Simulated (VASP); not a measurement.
Input:

```xyz
2
Lattice="0.0000 1.7648 1.7648 1.7648 0.0000 1.7648 1.7648 1.7648 0.0000" Properties=species:S:1:pos:R:3 pbc="T T T"
C      0.0000     0.0000     0.0000
C      0.8824     0.8824     0.8824
```

The numbers are results of PBEsol GGA, VASP's PBE PAW potentials (set 64) (plane waves; VASP), not measurements. Numerical set-up: 620 eV cut-off, 13×13×13 Γ-centred mesh, Gaussian smearing of 0.050 eV, potentials C.

Question: What does the run give for the energy per atom (σ→0), pressure?

Answer: 
- energy per atom (σ→0): -9.624 eV/atom
- pressure: 10.00 GPa

Total energies compare only between runs with the same potentials, cut-off and functional.

The compound is C in the diamond structure. It was relaxed first under an external pressure of 10 GPa.
